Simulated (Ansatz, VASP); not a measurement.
# Co (Cobalt) in two plane-wave programs, part 2 of 2

One calculation is typed for both programs; each brings its own data sets. How far apart do they land? The cell is taken from a series of runs on this material, whose earlier steps may have relaxed, scaled, displaced or heated it; both programs get it as it stands.

VASP 6.6.1 and Ansatz 0.2.0.

So far: The structure; Ansatz: relaxation of cell and atoms, PBEsol.

## Step 3: VASP: relaxation of cell and atoms, PBEsol

Level of this step: PBEsol, spin-polarised from a ferromagnetic start; plane waves and PAW (Co) (VASP).

The same cell, functional, mesh and smearing now go to VASP, with its own data sets.

Lines of VASP's logs that name or quote its potential files are left out, and so is its time.

INCAR

```
SYSTEM = Co
PREC = Accurate
ENCUT = 600
EDIFF = 1E-07
NELM = 200
ISMEAR = 0
SIGMA = 0.1
LREAL = .FALSE.
ALGO = Normal
GGA = PS
NBANDS = 18
ISPIN = 2
MAGMOM = 1.64 1.64
LASPH = .TRUE.
LMAXMIX = 4
LORBIT = 11
LWAVE = .FALSE.
LCHARG = .FALSE.
ISIF = 3
IBRION = 2
NSW = 80
EDIFFG = -0.005
GGA_COMPAT = .FALSE.
NELMIN = 4
KPAR = 2
```

POSCAR

```
Co
1.0
    2.4519600000      0.0000000000      0.0000000000
   -1.2259800000      2.1234600000      0.0000000000
    0.0000000000      0.0000000000      3.9669460000
Co
2
Direct
    0.3333333333      0.6666666667      0.2499998740
    0.6666666667      0.3333333333      0.7499998740
```

KPOINTS

```
Automatic mesh
0
Gamma
24 24 12
0 0 0
```

PAW data sets: Co (PBE family, release 64).

Command:

```console
$ mpirun -np 2 vasp_std
```

Numbers of over 12 decimals in the logs are rounded to 6 here.

What it wrote:

```text
[banner, memory and clock lines left out]
running    2 mpi-ranks, on    1 nodes
 distrk:  each k-point on    1 cores,    2 groups
 distr:  one band on    1 cores,    1 groups

 POSCAR found type information on POSCAR Co
 POSCAR found :  1 types and       2 ions
|                                                                             |
|               ----> ADVICE to this user running VASP <----                  |
|                                                                             |
|     You enforced a specific xc type in the INCAR file but a different       |
|     [... a line on the potential file left out ...]
|     I HOPE YOU KNOW WHAT YOU ARE DOING!                                     |
|                                                                             |

 LDA part: xc-table for (Slater+PW92), standard interpolation
 POSCAR, INCAR and KPOINTS ok, starting setup
 FFT: planning ... GRIDC
 FFT: planning ... GRID_SOFT
 FFT: planning ... GRID
 WAVECAR not read
 entering main loop
       N       E                     dE             d eps       ncg     rms          rms(c)
DAV:   1     0.863627332157E+02    0.86363E+02   -0.88611E+03 32040   0.148E+03
DAV:   2    -0.142217262050E+02   -0.10058E+03   -0.91396E+02 30824   0.242E+02
DAV:   3    -0.179632084626E+02   -0.37415E+01   -0.36074E+01 33880   0.596E+01
DAV:   4    -0.180197977193E+02   -0.56589E-01   -0.56551E-01 38526   0.619E+00
DAV:   5    -0.180212074342E+02   -0.14097E-02   -0.14096E-02 34894   0.911E-01    0.165E+01
DAV:   6    -0.159036188538E+02    0.21176E+01   -0.98857E+00 32696   0.668E+01    0.723E+00
DAV:   7    -0.155173885423E+02    0.38623E+00   -0.14576E+00 35880   0.236E+01    0.394E+00
DAV:   8    -0.154943024298E+02    0.23086E-01   -0.16455E-02 41464   0.131E+00    0.193E+00
DAV:   9    -0.154771189877E+02    0.17183E-01   -0.27514E-03 50038   0.973E-01    0.618E-01
DAV:  10    -0.154767493956E+02    0.36959E-03   -0.89412E-04 42118   0.440E-01    0.128E-01
DAV:  11    -0.154767529496E+02   -0.35540E-05   -0.42741E-05 43860   0.838E-02    0.333E-02
DAV:  12    -0.154767464269E+02    0.65226E-05   -0.54474E-06 32864   0.209E-02    0.199E-02
DAV:  13    -0.154767436715E+02    0.27554E-05   -0.24834E-06 45358   0.227E-02    0.117E-02
DAV:  14    -0.154767435271E+02    0.14443E-06   -0.33497E-07 36490   0.654E-03    0.233E-03
DAV:  15    -0.154767432436E+02    0.28344E-06   -0.23152E-08 16450   0.270E-03    0.155E-03
DAV:  16    -0.154767433045E+02   -0.60920E-07   -0.61369E-09 16094   0.127E-03
   1 F= -.15476743E+02 E0= -.15472362E+02  d E =-.154767E+02  mag=     3.1231
 curvature:   0.00 expect dE= 0.000E+00 dE for cont linesearch  0.000E+00
 trial: gam= 0.00000 g(F)=  0.888E-45 g(S)=  0.145E-03 ort = 0.000E+00 (trialstep = 0.100E+01)
 search vector abs. value=  0.145E-03
 bond charge predicted
       N       E                     dE             d eps       ncg     rms          rms(c)
DAV:   1    -0.154772013062E+02   -0.45806E-03   -0.12704E-02 33412   0.844E-01    0.129E-01
DAV:   2    -0.154769068547E+02    0.29445E-03   -0.22652E-04 38124   0.260E-01    0.660E-02
DAV:   3    -0.154768180240E+02    0.88831E-04   -0.10524E-04 38534   0.122E-01    0.378E-02
DAV:   4    -0.154768137432E+02    0.42809E-05   -0.12515E-05 38114   0.503E-02    0.777E-03
DAV:   5    -0.154768129463E+02    0.79687E-06   -0.88889E-07 42800   0.130E-02    0.340E-03
DAV:   6    -0.154768125573E+02    0.38896E-06   -0.18944E-07 18794   0.869E-03    0.169E-03
DAV:   7    -0.154768125239E+02    0.33391E-07   -0.62750E-08 16416   0.214E-03
   2 F= -.15476813E+02 E0= -.15472465E+02  d E =-.692194E-04  mag=     3.1220
 trial-energy change:   -0.000069  1 .order   -0.000068   -0.000145    0.000008
 step:   0.9474(harm=  0.9452)  dis= 0.00000  next Energy=   -15.476813 (dE=-0.694E-04)
 reached required accuracy - stopping structural energy minimisation
```

From OUTCAR (step 3):

```text
ion  position               nearest neighbor table
   1  0.333  0.667  0.250-   2 2.44   2 2.44   2 2.44   2 2.44   2 2.44   2 2.44
   2  0.667  0.333  0.750-   1 2.44   1 2.44   1 2.44   1 2.44   1 2.44   1 2.44

  LATTYP: Found a hexagonal cell.
 ALAT       =     2.4519600000
 C/A-ratio  =     1.6178673388

 Subroutine GETGRP returns: Found 24 space group operations
 (whereof 12 operations were pure point group operations)

The static configuration has the point symmetry D_3d.
 The point group associated with its full space group is D_6h.

 Found    427 irreducible k-points:

   k-points           NKPTS =    427   k-points in BZ     NKDIM =    427   number of bands    NBANDS=     18

   dimension x,y,z NGX =    20 NGY =   20 NGZ =   32
   dimension x,y,z NGXF=    40 NGYF=   40 NGZF=   64

   ENCUT  =  600.0 eV  44.10 Ry    6.64 a.u.   4.90  4.90  7.92*2*pi/ulx,y,z

   NELECT =      18.0000    total number of electrons

 k-points in reciprocal lattice and weights: Automatic mesh
   0.00000000  0.00000000  0.00000000       0.000
   0.04166667  0.00000000  0.00000000       0.001
   0.08333333  0.00000000  0.00000000       0.001
   0.12500000  0.00000000  0.00000000       0.001
   0.16666667  0.00000000  0.00000000       0.001
   0.20833333  0.00000000  0.00000000       0.001
   0.25000000  0.00000000  0.00000000       0.001
   0.29166667  0.00000000  0.00000000       0.001
   0.33333333  0.00000000  0.00000000       0.001
[...]
0.33333333  0.29166667  0.50000000       0.002
   0.33333333  0.33333333  0.50000000       0.000

 average (electrostatic) potential at core
       1 -77.4905       2 -77.4905

 E-fermi :  10.7754

 spin component 1
 k-point     1 :       0.0000    0.0000    0.0000
  band No.  band energies     occupation
    ...
      8       8.8701      1.00000
      9       8.8701      1.00000
     10      10.0731      1.00000
     11      10.0731      1.00000
     12      10.6476      0.96458
     13      17.6075      0.00000
     14      33.1028      0.00000
     15      36.1408      0.00000
     16      36.1408      0.00000
     17      36.3669      0.00000
    ...

 k-point     2 :       0.0417    0.0000    0.0000
  band No.  band energies     occupation
    ...
      7       8.5248      1.00000
      8       8.8381      1.00000
      9       8.8499      1.00000
     10       9.6699      1.00000
     11      10.0821      1.00000
     12      11.1240      0.00000
     13      17.6166      0.00000
     14      32.7228      0.00000
     15      34.7695      0.00000
     16      35.2281      0.00000
    ...

 k-point     3 :       0.0833    0.0000    0.0000
  band No.  band energies     occupation
    ...
      7       8.6057      1.00000
      8       8.6995      1.00000
      9       8.7926      1.00000
     10       9.1970      1.00000
     11      10.1065      1.00000
     12      11.8595      0.00000
     13      17.6452      0.00000
     14      31.4064      0.00000
     15      33.7996      0.00000
     16      33.9308      0.00000
    ...

 k-point     4 :       0.1250    0.0000    0.0000
  band No.  band energies     occupation
    ...
      7       8.5212      1.00000
      8       8.7065      1.00000
      9       8.7361      1.00000
     10       8.9469      1.00000
     11      10.1405      1.00000
     12      12.6670      0.00000
     13      17.6975      0.00000
     14      29.5542      0.00000
     15      32.6597      0.00000
     16      33.2737      0.00000
    ...

 k-point     5 :       0.1667    0.0000    0.0000
  band No.  band energies     occupation
    ...
      7       8.6220      1.00000
      8       8.6813      1.00000
      9       8.8186      1.00000
     10       8.9094      1.00000
     11      10.1777      1.00000
     12      13.5293      0.00000
     13      17.7791      0.00000
     14      27.6040      0.00000
     15      31.4537      0.00000
     16      32.8276      0.00000
    ...

 k-point     6 :       0.2083    0.0000    0.0000
  band No.  band energies     occupation
    ...
      7       8.7105      1.00000
      8       8.8600      1.00000
      9       8.8857      1.00000
     10       9.1165      1.00000
     11      10.2135      1.00000
     12      14.4402      0.00000
     13      17.8942      0.00000
     14      25.6816      0.00000
     15      30.3286      0.00000
     16      32.3250      0.00000
    ...

  Total        0.0021939      0.0021939      0.0070766      0.0000000      0.0000000     -0.0000000
  in kB        0.1702276      0.1702277      0.5490742      0.0000000      0.0000000     -0.0000000
  external PRESSURE =       0.2965098 kB  Pullay stress =       0.0000000 kB

  energy-cutoff  :      600.00
  volume of cell :       20.65
      direct lattice vectors                 reciprocal lattice vectors
     2.453619640 -0.000000000  0.000000000     0.407561133  0.235305491  0.000000000
    -1.226809820  2.124897291  0.000000000     0.000000000  0.470610982  0.000000000
     0.000000000  0.000000000  3.960584799    -0.000000000 -0.000000000  0.252487966

 POSITION                                       TOTAL-FORCE (eV/Angst)
 -----------------------------------------------------------------------------------
     -0.00000      1.41660      0.99015         0.000000     -0.000000      0.000000
      1.22681      0.70830      2.97044        -0.000000      0.000000      0.000000
 -----------------------------------------------------------------------------------
    total drift:                                0.000000     -0.000000     -0.000019

  FREE ENERGIE OF THE ION-ELECTRON SYSTEM (eV)
  ---------------------------------------------------
  free  energy   TOTEN  =       -15.4768125239 eV

  energy  without entropy=      -15.4681180508  energy(sigma->0) =      -15.47246529

 reached required accuracy - stopping structural energy minimisation

 total charge
# of ion       s       p       d       tot
------------------------------------------
    1        0.510   0.569   7.294   8.373
    2        0.510   0.569   7.294   8.373
--------------------------------------------------
tot          1.020   1.138  14.588  16.746

 magnetization (x)
# of ion       s       p       d       tot
------------------------------------------
    1       -0.015  -0.052   1.635   1.567
    2       -0.015  -0.052   1.635   1.567
--------------------------------------------------
tot         -0.031  -0.104   3.269   3.135

[... 6 further parts left out ...]
```

CONTCAR:

```
Co
   1.00000000000000
     2.4536196403693853   -0.0000000000000000    0.0000000000000000
    -1.2268098201846926    2.1248972914336419    0.0000000000000000
     0.0000000000000000    0.0000000000000000    3.9605847985722544
  Co
     2
Direct
     0.3333333332999970    0.6666666667000030    0.2499998739999967
     0.6666666667000030    0.3333333332999970    0.7499998739999967
```

The run keeps the 24 symmetry operations of its start, so it cannot find a distortion of lower symmetry.

## Step 4: Side by side

Known differences besides the potentials themselves: VASP starts from the moments at which Ansatz ended; the data sets hold 34 valence electrons in Ansatz (on its PAW soft_1 files) and 18 in VASP; the cutoff is 420 eV in Ansatz and 600 eV in VASP; Ansatz makes its cores anew for this functional, VASP keeps those of its PBE data sets; Ansatz adds a Pulay correction to the stress that steers its cell, VASP none; site moments are counted in spheres of each program's own size. Total energies have different zeros and are not compared.

The two programs side by side:

| quantity | Ansatz | VASP | difference |
| --- | --- | --- | --- |
| volume (Å³) | 20.74 | 20.65 | +0.43 % |
| edge a after relaxation, in the typed setting (Å) | 2.457 | 2.454 | +0.13 % |
| edge c after relaxation, in the typed setting (Å) | 3.967 | 3.961 | +0.17 % |
| total moment (μB) | 3.14 | 3.12 | +0.02 |
| moment on Co1 (μB) | 1.64 | 1.57 | +0.07 |
| moment on Co2 (μB) | 1.64 | 1.57 | +0.07 |

## Step 5: Outcome

| Item | Value |
| --- | --- |
| difference in volume (relaxation of cell and atoms, PBEsol) | 0.43 % |

**Reading.** The difference in volume is 0.43 % (relaxation of cell and atoms, PBEsol), within the 1.2 % picked in this series as the mark of a large difference, as far as the stopping tolerances let one tell. The data sets hold unlike numbers of valence electrons (34 in Ansatz and 18 in VASP), so part of the differences comes from the potentials. 1 further run of this series is not shown here. Such differences can come from data sets, numerical settings and the points named under the comparisons, not from the functional's error against experiment.

[Lines on the potential files, build, host, timing and source positions are cut from VASP's logs without a mark.]

[Logs are printed without paths, hosts, clocks, repeated set-up lines and the standing remarks that a program may print on its own settings, such as how far it seeks lower states.]

[Hosts, paths, dates, database ids (printed as entryN), source tags and the programs' standing remarks are cut or masked in the printed files.]
